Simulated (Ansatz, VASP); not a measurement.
# NiHO2 (NiHO2 monolayer): VASP beside Ansatz, part 3 of 3

One calculation is typed for both programs; each brings its own data sets. How far apart do they land? The cell is taken from a series of runs on this material, whose earlier steps may have relaxed, scaled, displaced or heated it; both programs get it as it stands.

VASP 6.6.1 and Ansatz 0.2.0.

So far: The structure; Ansatz: single point, PBEsol, DFT+U, pair 1; VASP: single point, PBEsol, DFT+U, pair 1; Comparison; Ansatz: single point, PBEsol, DFT+U, pair 2.

## 6. VASP: single point, PBEsol, DFT+U, pair 2

Level of this step: PBEsol, DFT+U (Ni d 2.4 eV), spin-polarised from an antiferromagnetic start; plane waves and PAW (Ni, O, H) (VASP).

The same cell, functional, mesh and smearing now go to VASP, with its own data sets.

Input file INCAR:

```
SYSTEM = NiHO2
PREC = Accurate
ENCUT = 520
EDIFF = 1E-06
NELM = 200
ISMEAR = -1
SIGMA = 0.05
LREAL = .FALSE.
ALGO = Normal
GGA = PS
NBANDS = 35
ISPIN = 2
MAGMOM = 1.02 -1.02 -0.13 0.13 0.01 -0.01 0 -0
LDAU = .TRUE.
LDAUTYPE = 2
LDAUL = 2 -1 -1
LDAUU = 2.4 0 0
LDAUJ = 0 0 0
LDAUPRINT = 1
LASPH = .TRUE.
LMAXMIX = 4
LORBIT = 11
LWAVE = .FALSE.
LCHARG = .FALSE.
ISIF = 2
GGA_COMPAT = .FALSE.
KPAR = 2
```

Input file POSCAR:

```
NiHO2
1.0
    2.9785591380      0.0000002890      0.0000000000
   -2.9785596380      5.1590154720      0.0000000000
    0.0000000000      0.0000000000     17.9903920000
Ni O H
2 4 2
Direct
    0.6666670000      0.1666665000      0.4720140000
    0.6666670000      0.6666665000      0.4720140000
    0.0000003340      0.4999998340      0.4168890000
    0.0000003340      0.9999998340      0.4168890000
    0.3333336660      0.3333331660      0.5284540000
    0.3333336660      0.8333331660      0.5284540000
    0.3333336660      0.3333331660      0.5831110000
    0.3333336660      0.8333331660      0.5831110000
```

Input file KPOINTS:

```
Automatic mesh
0
Gamma
16 8 1
0 0 0
```

The projector-augmented-wave data sets are Ni, O and H (PBE family, release 64).

Run with:

```sh
$ mpirun -np 2 vasp_std
```

Numbers of over 12 decimals in the logs are rounded to 6 here.

What it wrote:

```text
[banner, memory and clock lines left out]
running    2 mpi-ranks, on    1 nodes
[...]
[... a notice as in an earlier step ...]

 LDA part: xc-table for (Slater+PW92), standard interpolation
 POSCAR, INCAR and KPOINTS ok, starting setup
[...]
entering main loop
       N       E                     dE             d eps       ncg     rms          rms(c)
DAV:   1     0.416360579336E+03    0.41636E+03   -0.18815E+04  5740   0.111E+03
DAV:   2     0.264979782764E+02   -0.38986E+03   -0.35068E+03  7135   0.283E+02
DAV:   3    -0.497397350107E+02   -0.76238E+02   -0.74504E+02  6609   0.140E+02
DAV:   4    -0.520997139503E+02   -0.23600E+01   -0.23487E+01  6977   0.304E+01
[...]
DAV:  29    -0.423418566767E+02   -0.31339E-05   -0.70315E-08  4072   0.131E-03    0.208E-04
DAV:  30    -0.423418579973E+02   -0.13206E-05   -0.28332E-08  4330   0.920E-04    0.231E-04
DAV:  31    -0.423418584269E+02   -0.42957E-06   -0.77846E-09  4506   0.549E-04
   1 F= -.42341858E+02 E0= -.42320329E+02  d E =-.430596E-01  mag=    -0.0000
```

OUTCAR, selected parts (step 6):

```text
  Total       -3.4862608     -5.3680649     -4.0934561      0.0000002      0.7896119     -0.0000001
  in kB      -20.2049021    -31.1110475    -23.7239505      0.0000011      4.5762584     -0.0000004
  external PRESSURE =     -25.0133000 kB  Pullay stress =       0.0000000 kB

 POSITION                                       TOTAL-FORCE (eV/Angst)
 -----------------------------------------------------------------------------------
      1.48928      0.85984      8.49172         0.000000     -0.094991     -1.469315
      0.00000      3.43934      8.49172         0.000000     -0.094991     -1.469315
     -1.48928      2.57951      7.50000         0.000000     -0.102709      1.532985
     -2.97856      5.15901      7.50000         0.000000     -0.102709      1.532985
      0.00000      1.71967      9.50709        -0.000000      0.103200      0.259967
     -1.48928      4.29918      9.50709        -0.000000      0.103200      0.259967
      0.00000      1.71967     10.49040        -0.000000      0.094500     -0.323637
     -1.48928      4.29918     10.49040        -0.000000      0.094500     -0.323637
 -----------------------------------------------------------------------------------
    total drift:                               -0.007028     -0.000005      0.000049

  FREE ENERGIE OF THE ION-ELECTRON SYSTEM (eV)
  ---------------------------------------------------
  free  energy   TOTEN  =       -42.3418584269 eV

  energy  without entropy=      -42.2987988306  energy(sigma->0) =      -42.32032863

 magnetization (x)
# of ion       s       p       d       tot
------------------------------------------
    1        0.002  -0.003   1.045   1.044
    2       -0.002   0.003  -1.045  -1.044
    3       -0.003  -0.138   0.000  -0.142
    4        0.003   0.138   0.000   0.142
    5        0.009   0.007   0.000   0.016
    6       -0.009  -0.007   0.000  -0.016
    7        0.003   0.000   0.000   0.003
    8       -0.003  -0.000   0.000  -0.003
--------------------------------------------------
tot          0.000   0.000   0.000   0.000

[... 1 part as in an earlier step ...]

[... 2 further parts left out ...]
[key lines of the parts left out:]
E-fermi :  -2.7949
```

## 7. Comparison

What differs besides the data sets and the points named for the pairs above, as far as they apply: the data sets hold 62 valence electrons in Ansatz (on its default PAW (the set named soft_2) files) and 46 in VASP. Total energies have different zeros and are not compared.

Both answers:

```
          quantity  Ansatz   VASP  difference
moment on Ni1 (μB)    1.02   1.04       -0.02
moment on Ni2 (μB)   -1.02  -1.04       +0.02
 moment on O3 (μB)   -0.13  -0.14       +0.01
 moment on O4 (μB)    0.13   0.14       -0.01
```

Where the cell holds vacuum, a pressure given here is an average over it and none of the material.

## 8. Ansatz: single point, PBEsol, DFT+U, pair 3

With cell and atoms fixed, the geometry can't cause a difference; cores, projectors, grids and the points listed under the comparison can.

The cell is taken from a series of runs on this material, whose earlier steps may have relaxed, scaled, displaced or heated it; both programs get it as it stands.

Input file input.yaml:

```yaml
crystal:
  lattice:
    - [2.978559138, 2.89e-07, 0.0]
    - [-2.978559638, 5.159015472, 0.0]
    - [0.0, 0.0, 17.990392]
  atoms:
    - { symbol: Ni, position: [0.666667, 0.1666665, 0.472014], spin: 2.0 }
    - { symbol: Ni, position: [0.666667, 0.6666665, 0.472014], spin: 2.0 }
    - { symbol: O, position: [3.33e-07, 0.499999834, 0.416889] }
    - { symbol: O, position: [3.33e-07, 0.999999834, 0.416889] }
    - { symbol: O, position: [0.333333667, 0.333333166, 0.528454] }
    - { symbol: O, position: [0.333333667, 0.833333166, 0.528454] }
    - { symbol: H, position: [0.333333667, 0.333333166, 0.583111] }
    - { symbol: H, position: [0.333333667, 0.833333166, 0.583111] }
magnetization:
  spin_polarized: true
kpoints:
  mp_grid: { grid: [16, 8, 1] }
hamiltonian:
  xc: pbesol
  hubbard:
    sites:
      - { species: Ni, l: d, u_eff: 3.6 }
      - { site: 0, l: d, u_eff: 3.6, starting_ns: [{ spin: up, occupation_matrix: ni1_major }, { spin: down, occupation_matrix: ni1_minor }] }
      - { site: 1, l: d, u_eff: 3.6, starting_ns: [{ spin: up, occupation_matrix: ni1_major }, { spin: down, occupation_matrix: ni1_minor }] }
    projectors: ortho-atomic
    occupation_matrices:
      ni1_major:
        matrix:
          - [0.995, 0.0, 0.0, 0.0, 0.0]
          - [0.0, 0.922, 0.0, 0.0, 0.052]
          - [0.0, 0.0, 0.922, 0.052, 0.0]
          - [0.0, 0.0, 0.052, 0.949, 0.0]
          - [0.0, 0.052, 0.0, 0.0, 0.949]
      ni1_minor:
        matrix:
          - [0.994, 0.0, 0.0, 0.0, 0.0]
          - [0.0, 0.564, 0.0, 0.0, 0.332]
          - [0.0, 0.0, 0.564, 0.332, 0.0]
          - [0.0, 0.0, 0.332, 0.738, 0.0]
          - [0.0, 0.332, 0.0, 0.0, 0.738]
scf:
  occupations: { method: fermi_dirac, width: 0.05 }
output:
  eigenvalues: true
```

Run with:

```sh
$ ansatz run input.yaml --threads 4 --pin off --max-ram 8192MiB --backend cpu --events-out ev --progress --plain --runs-dir out
```

What it wrote:

```text
[...]
Crystal: 8 atoms, lattice volume = 276.448 Å³
Basis set: ecut = 420 eV, 5329 PW (Γ)
Bands: 41, of which v1, the nominal top of the filled ones, is band 31 counted from 1 (30 counted from 0)
Symmetry: 4 space group operations
[...]
k-points: 41 of 128 (time reversal used)
[...]
Starting moments: Σ|m| = 4 μB on 2 of 8 sites
[...]
k-point 1 ↑: bands = [... 27 lower, -4.0282, -3.9099, -3.0141, -2.1119, -1.4251, -1.2995, -1.1893, -0.3964, ... 6 higher]
  k-point 2 ↑: bands = [... 27 lower, -3.9516, -3.8835, -2.9283, -2.1659, -1.6495, -1.4316, -1.2567, -0.1158, ... 6 higher]
  k-point 40 ↓: bands = [... 27 lower, -3.8982, -3.0536, -3.0536, -0.0011, -0.0011, 0.1192, 0.1192, 3.2817, ... 6 higher]
Occupation matrices written to <dir>
[key lines of the parts left out:]
SCF converged after 19 iterations
Magnetization: 2.0000 μB (32.0000 up, 30.0000 down)
Free energy (F): -13876.656246 eV
Fermi energy:    -1.907451 eV
```

## 9. VASP: single point, PBEsol, DFT+U, pair 3

The same cell, functional, mesh and smearing now go to VASP, with its own data sets.

INCAR, as its differences from that of step 6:

```diff
@@ -10,5 +10,5 @@
 GGA = PS
-NBANDS = 35
+NBANDS = 37
 ISPIN = 2
-MAGMOM = 1.02 -1.02 -0.13 0.13 0.01 -0.01 0 -0
+MAGMOM = 1.14 1.14 -0.23 -0.23 0.02 0.02 0 0
 LDAU = .TRUE.
@@ -16,3 +16,3 @@
 LDAUL = 2 -1 -1
-LDAUU = 2.4 0 0
+LDAUU = 3.6 0 0
 LDAUJ = 0 0 0
```

POSCAR is that of step 6.

KPOINTS is that of step 6.

Run with:

```sh
$ mpirun -np 2 vasp_std
```

What it wrote:

```text
[... set-up lines as in an earlier step ...]
 entering main loop
       N       E                     dE             d eps       ncg     rms          rms(c)
DAV:   1     0.412055046565E+03    0.41206E+03   -0.18528E+04  6068   0.104E+03
DAV:   2     0.258656495835E+02   -0.38619E+03   -0.34716E+03  7330   0.271E+02
DAV:   3    -0.477485697906E+02   -0.73614E+02   -0.71670E+02  7002   0.132E+02
DAV:   4    -0.499099468691E+02   -0.21614E+01   -0.21477E+01  7425   0.275E+01
[...]
DAV:  29    -0.414557867217E+02   -0.24855E-05   -0.42951E-08  4789   0.103E-03    0.232E-04
DAV:  30    -0.414557882571E+02   -0.15354E-05   -0.20261E-08  4841   0.496E-04    0.166E-04
DAV:  31    -0.414557892393E+02   -0.98228E-06   -0.12175E-08  4806   0.540E-04
   1 F= -.41455789E+02 E0= -.41441509E+02  d E =-.285607E-01  mag=     2.0000
```

From OUTCAR (step 9):

```text
  Total       -4.0760420     -4.0760678     -3.7524639     -0.0000000      0.0000040     -0.0000000
  in kB      -23.6230257    -23.6231755    -21.7477033     -0.0000000      0.0000229     -0.0000000
  external PRESSURE =     -22.9979682 kB  Pullay stress =       0.0000000 kB

 POSITION                                       TOTAL-FORCE (eV/Angst)
 -----------------------------------------------------------------------------------
      1.48928      0.85984      8.49172        -0.000000      0.000002     -1.446885
      0.00000      3.43934      8.49172        -0.000000      0.000002     -1.446885
     -1.48928      2.57951      7.50000         0.000000     -0.000005      1.436626
     -2.97856      5.15901      7.50000         0.000000     -0.000005      1.436626
      0.00000      1.71967      9.50709        -0.000000      0.000002      0.330745
     -1.48928      4.29918      9.50709        -0.000000      0.000002      0.330745
      0.00000      1.71967     10.49040        -0.000000      0.000001     -0.320486
     -1.48928      4.29918     10.49040        -0.000000      0.000001     -0.320486
 -----------------------------------------------------------------------------------
    total drift:                               -0.007041     -0.000013     -0.000000

  FREE ENERGIE OF THE ION-ELECTRON SYSTEM (eV)
  ---------------------------------------------------
  free  energy   TOTEN  =       -41.4557892393 eV

  energy  without entropy=      -41.4272284932  energy(sigma->0) =      -41.44150887

 magnetization (x)
# of ion       s       p       d       tot
------------------------------------------
    1        0.007   0.003   1.181   1.192
    2        0.007   0.003   1.181   1.192
    3        0.003  -0.231   0.000  -0.227
    4        0.003  -0.231   0.000  -0.227
    5        0.019   0.024   0.000   0.044
    6        0.019   0.024   0.000   0.044
    7        0.005   0.001   0.000   0.006
    8        0.005   0.001   0.000   0.006
--------------------------------------------------
tot          0.071  -0.405   2.362   2.028

[... 2 parts as in an earlier step ...]

[... 1 further part left out ...]
[key lines of the parts left out:]
E-fermi :  -3.0341
```

## 10. Differences

What differs besides the data sets and the points named for the pairs above, as far as they apply: the data sets hold 62 valence electrons in Ansatz (on its default PAW (the set named soft_2) files) and 46 in VASP. Total energies have different zeros and are not compared.

Both answers:

```
          quantity  Ansatz   VASP  difference
 total moment (μB)    2.00   2.00        0.00
moment on Ni1 (μB)    1.14   1.19       -0.05
moment on Ni2 (μB)    1.14   1.19       -0.05
 moment on O3 (μB)   -0.23  -0.23        0.00
 moment on O4 (μB)   -0.23  -0.23        0.00
```

Where the cell holds vacuum, a pressure given here is an average over it and none of the material.

## 11. Summary of results

```yaml
difference_in_total_moment_single_point_pbesol_dft_u_pair_1: 0 μB
difference_in_moment_on_ni1_single_point_pbesol_dft_u_pair_2: -0.024 μB
difference_in_total_moment_single_point_pbesol_dft_u_pair_3: 0 μB
```

What this shows: The difference in total moment is 0 μB (single point, PBEsol, DFT+U, pair 1). The data sets hold unlike numbers of valence electrons (62 in Ansatz and 46 in VASP), so part of the differences may come from the potentials. Pairs 1 and 2 hold one cell, so they aren't independent. 1 further pair of this series is not shown here. How closely two codes agree says nothing of how well the functional describes the real material.

[Lines on the potential files, build, host, timing and source positions are cut from VASP's logs without a mark.]

[Logs are printed without paths, hosts, clocks, repeated set-up lines and the standing remarks that a program may print on its own settings, such as how far it seeks lower states.]

[Hosts, paths, dates, database ids (printed as entryN), source tags and the programs' standing remarks are cut or masked in the printed files.]
